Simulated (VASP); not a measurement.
# Zr (Zirconium): convergence with the plane-wave cutoff and SCF threshold, part 2 of 2

Aim: find how far the plane-wave cutoff and SCF threshold must be pushed for Zr (Zirconium), and what that costs. The series runs use PBEsol. This is not the structure that Zr takes at ambient conditions. The start is a cell from a database of measured crystal structures.

VASP 6.6.1; PBEsol; plane waves and PAW (Zr_sv).

Still holding for the runs below: The k-mesh is coarse for a metal.

So far. Step 7 (Plane-wave cutoff: ENCUT = 300): Against the run before the energy moves by -0.56 meV an atom and the pressure by -0.70 GPa, after 11 cycles in 1.4 s.

## (8) Plane-wave cutoff: ENCUT = 370

INCAR

```
SYSTEM = Zr
PREC = Accurate
ENCUT = 370
EDIFF = 1E-06
NELM = 100
ISMEAR = -1
SIGMA = 0.05
LREAL = .FALSE.
ALGO = Normal
GGA = PS
NBANDS = 12
LORBIT = 11
LWAVE = .FALSE.
LCHARG = .FALSE.
KPAR = 2
ISIF = 2
```

POSCAR

```
Zr
1.0
   -1.8100000000      1.8100000000      1.8100000000
    1.8100000000     -1.8100000000      1.8100000000
    1.8100000000      1.8100000000     -1.8100000000
Zr
1
Direct
    0.0000000000      0.0000000000      0.0000000000
```

KPOINTS

```
Automatic mesh
0
Gamma
9 9 9
0 0 0
```

Potentials, in the order of the species: Zr_sv (PBE family, release 64).

Command:

```sh
$ mpirun -np 2 vasp_std
```

The program printed:

```text
[... set-up lines as in an earlier step ...]
 entering main loop
       N       E                     dE             d eps       ncg     rms          rms(c)
DAV:   1     0.664199719047E+02    0.66420E+02   -0.57497E+03   848   0.782E+02
DAV:   2    -0.736585413449E+01   -0.73786E+02   -0.71685E+02   980   0.236E+02
DAV:   3    -0.933476394328E+01   -0.19689E+01   -0.19476E+01  1200   0.325E+01
DAV:   4    -0.937631348354E+01   -0.41550E-01   -0.41543E-01   968   0.465E+00
[...]
DAV:  10    -0.897783049905E+01    0.21357E-04   -0.17184E-05   988   0.413E-02    0.133E-02
DAV:  11    -0.897783347405E+01   -0.29750E-05   -0.13942E-06   748   0.127E-02    0.164E-03
DAV:  12    -0.897783366493E+01   -0.19088E-06   -0.97491E-08   496   0.326E-03
   1 F= -.89778337E+01 E0= -.89685699E+01  d E =-.185275E-01
```

It took 1.8 s on 2 MPI ranks of Intel Xeon 6975P-C (Granite Rapids), shared host; peak memory 0.22 GiB.

OUTCAR, selected parts (step 8):

```text
  Total       -1.1167231     -1.1167231     -1.1167231      0.0000000      0.0000000      0.0000000
  in kB      -75.4328233    -75.4328233    -75.4328233      0.0000000      0.0000000      0.0000000
  external PRESSURE =     -75.4328233 kB  Pullay stress =       0.0000000 kB

 POSITION                                       TOTAL-FORCE (eV/Angst)
 -----------------------------------------------------------------------------------
      0.00000      0.00000      0.00000        -0.000000      0.000000      0.000000
 -----------------------------------------------------------------------------------
    total drift:                                0.000000      0.000000      0.000000

  FREE ENERGIE OF THE ION-ELECTRON SYSTEM (eV)
  ---------------------------------------------------
  free  energy   TOTEN  =        -8.9778336649 eV

  energy  without entropy=       -8.9593061240  energy(sigma->0) =       -8.96856989

[... 1 part as in an earlier step ...]

[... 2 further parts left out ...]
[key lines of the parts left out:]
E-fermi :   8.3672
```

Against the run before the energy moves by -4.52 meV an atom and the pressure by +0.08 GPa, after 12 cycles in 1.8 s.

## (9) Plane-wave cutoff: ENCUT = 460

INCAR: that of step 8 with these lines changed.

```diff
@@ -2,3 +2,3 @@
 PREC = Accurate
-ENCUT = 370
+ENCUT = 460
 EDIFF = 1E-06
```

POSCAR is that of step 8.

KPOINTS is that of step 8.

Command:

```sh
$ mpirun -np 2 vasp_std
```

The program printed:

```text
[... set-up lines as in an earlier step ...]
 entering main loop
       N       E                     dE             d eps       ncg     rms          rms(c)
DAV:   1     0.790313215810E+02    0.79031E+02   -0.64093E+03   840   0.905E+02
DAV:   2    -0.651466876208E+01   -0.85546E+02   -0.83401E+02   980   0.261E+02
DAV:   3    -0.933193738888E+01   -0.28173E+01   -0.27815E+01  1304   0.384E+01
DAV:   4    -0.937745529154E+01   -0.45518E-01   -0.45511E-01   952   0.484E+00
[...]
DAV:  10    -0.898063083067E+01    0.59197E-05   -0.23464E-05   964   0.514E-02    0.136E-02
DAV:  11    -0.898062977179E+01    0.10589E-05   -0.17452E-06   780   0.147E-02    0.125E-03
DAV:  12    -0.898062980606E+01   -0.34269E-07   -0.12858E-07   504   0.397E-03
   1 F= -.89806298E+01 E0= -.89713584E+01  d E =-.185429E-01
```

Run time: 2 s. Hardware: 2 MPI ranks; peak memory 0.23 GiB.

From OUTCAR (step 9):

```text
  Total       -1.0396266     -1.0396266     -1.0396266      0.0000000     -0.0000000      0.0000000
  in kB      -70.2250838    -70.2250838    -70.2250838      0.0000000     -0.0000000      0.0000000
  external PRESSURE =     -70.2250838 kB  Pullay stress =       0.0000000 kB

 POSITION                                       TOTAL-FORCE (eV/Angst)
 -----------------------------------------------------------------------------------
      0.00000      0.00000      0.00000         0.000000     -0.000000     -0.000000
 -----------------------------------------------------------------------------------
    total drift:                                0.000000      0.000000      0.000000

  FREE ENERGIE OF THE ION-ELECTRON SYSTEM (eV)
  ---------------------------------------------------
  free  energy   TOTEN  =        -8.9806298061 eV

  energy  without entropy=       -8.9620869288  energy(sigma->0) =       -8.97135837

[... 1 part as in an earlier step ...]

[... 2 further parts left out ...]
[key lines of the parts left out:]
E-fermi :   8.3653
```

Against the run before the energy moves by -2.79 meV an atom and the pressure by +0.52 GPa, after 12 cycles in 2 s.

## (10) The plane-wave cutoff series as a table

This step: convergence of PBEsol results with the cutoff; plane waves and PAW (VASP 6.6.1).

Derived from the runs above.

Differences are taken from the run with ENCUT = 460. Results of the series, by row:

```tsv
setting	status	energy less the reference (meV/atom)	pressure (GPa)	SCF cycles	wall time (s)
ENCUT = 140	converged	1798	-224.5	13	1
ENCUT = 170	converged	348.9	-73.32	12	1
ENCUT = 210	converged	27.61	-15.65	14	1.2
ENCUT = 230	converged	16.22	-9.044	13	1.2
ENCUT = 260	converged	7.869	-6.917	11	1
ENCUT = 300	converged	7.307	-7.62	11	1.4
ENCUT = 370	converged	2.788	-7.543	12	1.8
ENCUT = 460	converged	0	-7.023	12	2
```

## (11) SCF threshold: EDIFF = 0.01

This step: PBEsol; plane waves and PAW (Zr_sv) (VASP 6.6.1).

EDIFF stops the electronic loop; forces need it tighter than energies do.

INCAR: that of step 9 with these lines changed.

```diff
@@ -2,4 +2,4 @@
 PREC = Accurate
-ENCUT = 460
-EDIFF = 1E-06
+ENCUT = 400
+EDIFF = 0.01
 NELM = 100
```

POSCAR is that of step 9.

KPOINTS is that of step 9.

Command:

```sh
$ mpirun -np 2 vasp_std
```

The program printed:

```text
[... set-up lines as in an earlier step ...]
 entering main loop
       N       E                     dE             d eps       ncg     rms          rms(c)
DAV:   1     0.654915471729E+02    0.65492E+02   -0.60799E+03   840   0.818E+02
DAV:   2    -0.690516726399E+01   -0.72397E+02   -0.70301E+02   980   0.235E+02
DAV:   3    -0.933888807510E+01   -0.24337E+01   -0.24063E+01  1256   0.348E+01
DAV:   4    -0.937663284120E+01   -0.37745E-01   -0.37737E-01   940   0.458E+00
DAV:   5    -0.937769927025E+01   -0.10664E-02   -0.10664E-02   836   0.537E-01    0.103E+01
DAV:   6    -0.904032738303E+01    0.33737E+00   -0.42298E-01   896   0.581E+00    0.403E+00
DAV:   7    -0.897797307353E+01    0.62354E-01   -0.19726E-01  1016   0.375E+00    0.675E-01
DAV:   8    -0.897958449741E+01   -0.16114E-02   -0.98599E-03   720   0.117E+00
   1 F= -.89795845E+01 E0= -.89703076E+01  d E =-.185538E-01
```

Run time: 1.4 s. Hardware: 2 MPI ranks; peak memory 0.22 GiB; 1.8 s of CPU time.

OUTCAR, selected parts (step 11):

```text
   ENCUT  =  400.0 eV  29.40 Ry    5.42 a.u.   5.11  5.11  5.11*2*pi/ulx,y,z

   NELECT =      12.0000    total number of electrons

 E-fermi :   8.3703

 k-point     1 :       0.0000    0.0000    0.0000
  band No.  band energies     occupation
      1     -40.0251      2.00000
      2     -17.5864      2.00000
      3     -17.5864      2.00000
      4     -17.5864      2.00000
      5       3.0293      2.00000
      6       9.4966      0.00000
      7       9.4966      0.00000
      8       9.4966      0.00000
      9      11.9320      0.00000
     10      11.9320      0.00000
    ...

  Total       -1.2841579     -1.2841579     -1.2841579     -0.0000000      0.0000000      0.0000000
  in kB      -86.7427746    -86.7427746    -86.7427746     -0.0000000      0.0000000      0.0000000
  external PRESSURE =     -86.7427746 kB  Pullay stress =       0.0000000 kB

 POSITION                                       TOTAL-FORCE (eV/Angst)
 -----------------------------------------------------------------------------------
      0.00000      0.00000      0.00000         0.000000     -0.000000      0.000000
 -----------------------------------------------------------------------------------
    total drift:                                0.000000     -0.000000     -0.000000

  FREE ENERGIE OF THE ION-ELECTRON SYSTEM (eV)
  ---------------------------------------------------
  free  energy   TOTEN  =        -8.9795844974 eV

  energy  without entropy=       -8.9610307238  energy(sigma->0) =       -8.97030761

[... 5 parts as in an earlier step ...]

[... 11 further parts left out ...]
```

Numbers from this step:

- SCF cycles: 8
- free energy (TOTEN): -8.980 eV
- energy at zero smearing: -8.970 eV
- Fermi energy: 8.370 eV
- pressure: -8.674 GPa

The series starts at -8.9703 eV an atom and -8.67 GPa, after 8 cycles in 1.4 s.

## (12) SCF threshold: EDIFF = 0.001

INCAR: that of step 11 with these lines changed.

```diff
@@ -3,3 +3,3 @@
 ENCUT = 400
-EDIFF = 0.01
+EDIFF = 0.001
 NELM = 100
```

POSCAR is that of step 11.

KPOINTS is that of step 11.

Command:

```sh
$ mpirun -np 2 vasp_std
```

The program printed:

```text
[... set-up lines as in an earlier step ...]
 entering main loop
       N       E                     dE             d eps       ncg     rms          rms(c)
[... 4 cycles as in an earlier step ...]
DAV:   5    -0.937775880884E+01   -0.11260E-02   -0.11260E-02  1124   0.537E-01    0.103E+01
DAV:   6    -0.904059862325E+01    0.33716E+00   -0.41865E-01   896   0.582E+00    0.403E+00
DAV:   7    -0.897796466953E+01    0.62634E-01   -0.19675E-01  1016   0.376E+00    0.670E-01
DAV:   8    -0.897967674043E+01   -0.17121E-02   -0.10755E-02  1028   0.118E+00    0.101E-01
DAV:   9    -0.897966453761E+01    0.12203E-04   -0.27265E-04   504   0.155E-01
   1 F= -.89796645E+01 E0= -.89704016E+01  d E =-.185259E-01
```

Run time: 1.6 s. Hardware: 2 MPI ranks; peak memory 0.23 GiB.

OUTCAR, selected parts (step 12):

```text
  Total       -1.0837524     -1.0837524     -1.0837524      0.0000000      0.0000000     -0.0000000
  in kB      -73.2057103    -73.2057103    -73.2057103      0.0000000      0.0000000     -0.0000000
  external PRESSURE =     -73.2057103 kB  Pullay stress =       0.0000000 kB

 POSITION                                       TOTAL-FORCE (eV/Angst)
 -----------------------------------------------------------------------------------
      0.00000      0.00000      0.00000        -0.000000     -0.000000     -0.000000
 -----------------------------------------------------------------------------------
    total drift:                                0.000000     -0.000000      0.000000

  FREE ENERGIE OF THE ION-ELECTRON SYSTEM (eV)
  ---------------------------------------------------
  free  energy   TOTEN  =        -8.9796645376 eV

  energy  without entropy=       -8.9611386829  energy(sigma->0) =       -8.97040161

[... 2 parts as in an earlier step ...]

[... 1 further part left out ...]
[key lines of the parts left out:]
E-fermi :   8.3657
```

Against the run before the energy moves by -0.09 meV an atom and the pressure by +1.35 GPa, after 9 cycles in 1.6 s.

## (13) SCF threshold: EDIFF = 1E-04

INCAR: that of step 12 with these lines changed.

```diff
@@ -3,3 +3,3 @@
 ENCUT = 400
-EDIFF = 0.001
+EDIFF = 1E-04
 NELM = 100
```

POSCAR is that of step 12.

KPOINTS is that of step 12.

Command:

```sh
$ mpirun -np 2 vasp_std
```

The program printed:

```text
[... set-up lines as in an earlier step ...]
 entering main loop
       N       E                     dE             d eps       ncg     rms          rms(c)
[... 4 cycles as in an earlier step ...]
DAV:   5    -0.937776088979E+01   -0.11280E-02   -0.11280E-02  1200   0.537E-01    0.103E+01
DAV:   6    -0.904061274748E+01    0.33715E+00   -0.41829E-01   896   0.582E+00    0.403E+00
DAV:   7    -0.897796310371E+01    0.62650E-01   -0.19682E-01  1016   0.376E+00    0.670E-01
DAV:   8    -0.897967780175E+01   -0.17147E-02   -0.10775E-02  1032   0.118E+00    0.102E-01
DAV:   9    -0.897966874621E+01    0.90555E-05   -0.31803E-04   968   0.156E-01
   1 F= -.89796687E+01 E0= -.89704058E+01  d E =-.185258E-01
```

Wall time 1.6 s (2 MPI ranks); peak memory 0.22 GiB; 2.2 s of CPU time.

Parts of OUTCAR (step 13):

```text
  Total       -1.0834113     -1.0834113     -1.0834113      0.0000000      0.0000000      0.0000000
  in kB      -73.1826648    -73.1826648    -73.1826648      0.0000000      0.0000000      0.0000000
  external PRESSURE =     -73.1826648 kB  Pullay stress =       0.0000000 kB

  FREE ENERGIE OF THE ION-ELECTRON SYSTEM (eV)
  ---------------------------------------------------
  free  energy   TOTEN  =        -8.9796687462 eV

  energy  without entropy=       -8.9611429039  energy(sigma->0) =       -8.97040583

[... 3 parts as in an earlier step ...]

[... 1 further part left out ...]
[key lines of the parts left out:]
E-fermi :   8.3657
```

Against the run before the energy stays within 0.01 meV an atom and the pressure within 0.01 GPa, after 9 cycles in 1.6 s.

## (14) SCF threshold: EDIFF = 1E-05

INCAR: that of step 13 with these lines changed.

```diff
@@ -3,3 +3,3 @@
 ENCUT = 400
-EDIFF = 1E-04
+EDIFF = 1E-05
 NELM = 100
```

POSCAR is that of step 13.

KPOINTS is that of step 13.

Command:

```sh
$ mpirun -np 2 vasp_std
```

The program printed:

```text
[... set-up lines as in an earlier step ...]
 entering main loop
       N       E                     dE             d eps       ncg     rms          rms(c)
[... 8 cycles as in an earlier step ...]
DAV:   9    -0.897966877202E+01    0.90297E-05   -0.31830E-04  1024   0.156E-01    0.206E-02
DAV:  10    -0.897966253365E+01    0.62384E-05   -0.19875E-05   864   0.467E-02
   1 F= -.89796625E+01 E0= -.89703913E+01  d E =-.185425E-01
```

Run time: 1.6 s. Hardware: 2 MPI ranks; peak memory 0.23 GiB.

Parts of OUTCAR (step 14):

```text
  Total       -1.0807868     -1.0807868     -1.0807868      0.0000000     -0.0000000      0.0000000
  in kB      -73.0053833    -73.0053833    -73.0053833      0.0000000     -0.0000000      0.0000000
  external PRESSURE =     -73.0053833 kB  Pullay stress =       0.0000000 kB

 POSITION                                       TOTAL-FORCE (eV/Angst)
 -----------------------------------------------------------------------------------
      0.00000      0.00000      0.00000         0.000000      0.000000      0.000000
 -----------------------------------------------------------------------------------
    total drift:                                0.000000     -0.000000      0.000000

  FREE ENERGIE OF THE ION-ELECTRON SYSTEM (eV)
  ---------------------------------------------------
  free  energy   TOTEN  =        -8.9796625337 eV

  energy  without entropy=       -8.9611200451  energy(sigma->0) =       -8.97039129

[... 2 parts as in an earlier step ...]

[... 1 further part left out ...]
[key lines of the parts left out:]
E-fermi :   8.3662
```

Against the run before the energy moves by +0.01 meV an atom and the pressure by +0.02 GPa, after 10 cycles in 1.6 s.

## (15) SCF threshold: EDIFF = 1E-06

INCAR: that of step 14 with these lines changed.

```diff
@@ -3,3 +3,3 @@
 ENCUT = 400
-EDIFF = 1E-05
+EDIFF = 1E-06
 NELM = 100
```

POSCAR is that of step 14.

KPOINTS is that of step 14.

Command:

```sh
$ mpirun -np 2 vasp_std
```

The program printed:

```text
[... set-up lines as in an earlier step ...]
 entering main loop
       N       E                     dE             d eps       ncg     rms          rms(c)
[... 9 cycles as in an earlier step ...]
DAV:  10    -0.897966254996E+01    0.62221E-05   -0.20038E-05   988   0.467E-02    0.136E-02
DAV:  11    -0.897966171186E+01    0.83810E-06   -0.15682E-06   832   0.136E-02
   1 F= -.89796617E+01 E0= -.89703921E+01  d E =-.185391E-01
```

It took 1.8 s on 2 MPI ranks; peak memory 0.22 GiB; 2.7 s of CPU time.

Parts of OUTCAR (step 15):

```text
  Total       -1.0727604     -1.0727604     -1.0727604      0.0000000     -0.0000000      0.0000000
  in kB      -72.4632161    -72.4632161    -72.4632161      0.0000000     -0.0000000      0.0000000
  external PRESSURE =     -72.4632161 kB  Pullay stress =       0.0000000 kB

 POSITION                                       TOTAL-FORCE (eV/Angst)
 -----------------------------------------------------------------------------------
      0.00000      0.00000      0.00000        -0.000000      0.000000     -0.000000
 -----------------------------------------------------------------------------------
    total drift:                                0.000000     -0.000000      0.000000

  FREE ENERGIE OF THE ION-ELECTRON SYSTEM (eV)
  ---------------------------------------------------
  free  energy   TOTEN  =        -8.9796617119 eV

  energy  without entropy=       -8.9611225642  energy(sigma->0) =       -8.97039214

[... 2 parts as in an earlier step ...]

[... 1 further part left out ...]
[key lines of the parts left out:]
E-fermi :   8.3660
```

Against the run before the energy stays within 0.01 meV an atom; the pressure moves by +0.05 GPa, after 11 cycles in 1.8 s.

## (16) SCF threshold: EDIFF = 1E-08

INCAR: that of step 15 with these lines changed.

```diff
@@ -3,3 +3,3 @@
 ENCUT = 400
-EDIFF = 1E-06
+EDIFF = 1E-08
 NELM = 100
```

POSCAR is that of step 15.

KPOINTS is that of step 15.

Command:

```sh
$ mpirun -np 2 vasp_std
```

The program printed:

```text
[... set-up lines as in an earlier step ...]
 entering main loop
       N       E                     dE             d eps       ncg     rms          rms(c)
[... 10 cycles as in an earlier step ...]
DAV:  11    -0.897966171828E+01    0.83168E-06   -0.16234E-06   992   0.136E-02    0.152E-03
DAV:  12    -0.897966174074E+01   -0.22459E-07   -0.59780E-08  1144   0.199E-03    0.368E-04
DAV:  13    -0.897966174405E+01   -0.33162E-08   -0.40228E-09   556   0.614E-04
   1 F= -.89796617E+01 E0= -.89703921E+01  d E =-.185393E-01
```

Elapsed: 2 s, on 2 MPI ranks; peak memory 0.23 GiB.

Parts of OUTCAR (step 16):

```text
  Total       -1.0731474     -1.0731474     -1.0731474      0.0000000      0.0000000     -0.0000000
  in kB      -72.4893597    -72.4893597    -72.4893597      0.0000000      0.0000000     -0.0000000
  external PRESSURE =     -72.4893597 kB  Pullay stress =       0.0000000 kB

  FREE ENERGIE OF THE ION-ELECTRON SYSTEM (eV)
  ---------------------------------------------------
  free  energy   TOTEN  =        -8.9796617441 eV

  energy  without entropy=       -8.9611224583  energy(sigma->0) =       -8.97039210

[... 3 parts as in an earlier step ...]

[... 1 further part left out ...]
[key lines of the parts left out:]
E-fermi :   8.3660
```

Against the run before the energy stays within 0.01 meV an atom and the pressure within 0.01 GPa, after 13 cycles in 2 s.

## (17) The SCF threshold series as a table

This step: convergence of PBEsol results with the threshold; plane waves and PAW (VASP 6.6.1).

This step runs nothing: it gathers the runs above.

Differences are taken from the run with EDIFF = 1E-08. Results of the series, by row:

```tsv
setting	status	energy less the reference (meV/atom)	pressure (GPa)	SCF cycles	wall time (s)
EDIFF = 0.01	converged	0.08449	-8.674	8	1.4
EDIFF = 0.001	converged	-0.00951	-7.321	9	1.6
EDIFF = 1E-04	converged	-0.01373	-7.318	9	1.6
EDIFF = 1E-05	converged	8.10e-4	-7.301	10	1.6
EDIFF = 1E-06	converged	-4.00e-5	-7.246	11	1.8
EDIFF = 1E-08	converged	0	-7.249	13	2
```

## (18) Outcome

```
plane-wave cutoff from which the energy stays within 10 meV/atom of the reference : ENCUT = 260
plane-wave cutoff from which the energy stays within 1 meV/atom of the reference  : none before the reference itself
plane-wave cutoff from which the pressure stays within 0.2 GPa of the reference   : none before the reference itself
spread of the pressure over the plane-wave cutoff                                 : 218 GPa
spread of the energy over the plane-wave cutoff                                   : 1798 meV/atom
SCF threshold from which the energy stays within 10 meV/atom of the reference     : EDIFF = 0.01
SCF threshold from which the energy stays within 1 meV/atom of the reference      : EDIFF = 0.01
SCF threshold from which the pressure stays within 0.2 GPa of the reference       : EDIFF = 0.001
spread of the pressure over the SCF threshold                                     : 1.43 GPa
spread of the energy over the SCF threshold                                       : 0.0982 meV/atom
```

What this shows: No run before the reference (ENCUT = 460) settles within 1 meV an atom of it; the nearest step is off by +2.8 meV an atom, -0.52 GPa. The pressure doesn't settle within 0.2 GPa before the reference. These cutoffs are 0.6 to 2 times the default of the data sets, about 230 eV; at the default the run is off by +16.2 meV an atom, -2.02 GPa, and at 1.3 times by +7.3 meV an atom, -0.60 GPa. Energy differences between like cells converge faster than these totals. From EDIFF = 0.01 on, the energy stays within 1 meV an atom of the reference, at 70 % of its time. The pressure holds within 0.2 GPa from EDIFF = 0.001 on. The loosest stop saves 5 of 13 cycles and costs +0.1 meV an atom, -1.43 GPa. Differences are taken from the run with ENCUT = 460, which is itself not the exact limit. Forces vanish by symmetry in this cell, so the series can't test them. The runs at ENCUT = 140; ENCUT = 170; ENCUT = 210; ENCUT = 230 are over 30 meV an atom or 2 GPa off and describe the material poorly.

[Lines on the potential files, build, host, timing and source positions are cut from VASP's logs without a mark.]

[Logs are printed without paths, hosts, clocks, repeated set-up lines and the standing remarks that a program may print on its own settings, such as how far it seeks lower states.]

[Hosts, paths, dates, database ids (printed as entryN), source tags and the programs' standing remarks are cut or masked in the printed files.]

[A measured line is paired with the nearest computed mode of its activity, which favours agreement.]
